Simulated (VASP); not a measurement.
Write the native input for VASP 6.6.1 that does the following.

| Quantity | Value |
| --- | --- |
| Task | single point |
| Functional | PBEsol |
| Potentials or basis | VASP PAW PBE potentials, release 64 (Pd) |
| Cutoff | 520 eV |
| k mesh | 18 × 18 × 18 |
| Occupations | gaussian, width 0.1 eV |
| Spin | non-collinear spin, zero start, spin-orbit coupling |
| Starting moments | [[0.0, 0.0, 0.0]] μB |
| Further INCAR settings | ALGO = Normal; EDIFF = 1e-06; NBANDS = 21 |

The structure of Pd lies in POSCAR:

```
Pd
1.0
    0.0000000000      1.9362400000      1.9362400000
    1.9362400000      0.0000000000      1.9362400000
    1.9362400000      1.9362400000      0.0000000000
Pd
1
Direct
    0.0000000000      1.0000000000      1.0000000000
```

These files were run (other wordings do the same):

INCAR

```
PREC     = Accurate       # precision mode
ENCUT    = 520            # plane-wave cutoff, eV
EDIFF    = 1E-6           # SCF threshold, eV
ISMEAR   = 0              # smearing method
SIGMA    = 0.1            # smearing width, eV
LREAL    = False          # projectors in reciprocal space
LASPH    = True           # aspherical terms in the spheres
NELM     = 80             # most SCF steps
ALGO     = Normal         # electronic algorithm
ISIF     = 2              # what is computed and relaxed
LWAVE    = False          # write WAVECAR
LCHARG   = False          # write CHGCAR
MAGMOM   = 0 0 0          # initial moments
LORBIT   = 11             # projections on sites
LSORBIT  = True           # spin-orbit coupling
GGA_COMPAT= False        
LMAXMIX  = 4              # l up to which the mixer works
GGA      = PS             # functional
NBANDS   = 21             # bands
```

KPOINTS

```
regular mesh
0
Gamma
  18 18 18
```

Potentials or basis: VASP PAW PBE potentials, release 64 (Pd).

Run with:

```sh
$ cat potpaw_PBE.64/Pd/POTCAR > POTCAR
$ mpirun -np 1 vasp_ncl > vasp.out
```

It gave:

```yaml
Pressure: 0.2 GPa
Net_moment: 0.00 μB per cell
Valence_electrons_inside_the_program's_atomic_spheres: Pd 9.46
```

Caveat: the PAW data sets were made with another functional, which shifts forces and pressure a little.

Run time: 2.3 min on 1 thread of Intel(R) Xeon(R) Platinum 8259CL CPU @ 2.50GHz (Skylake/Cascade Lake) (shared host), peak memory 0.22 GiB.
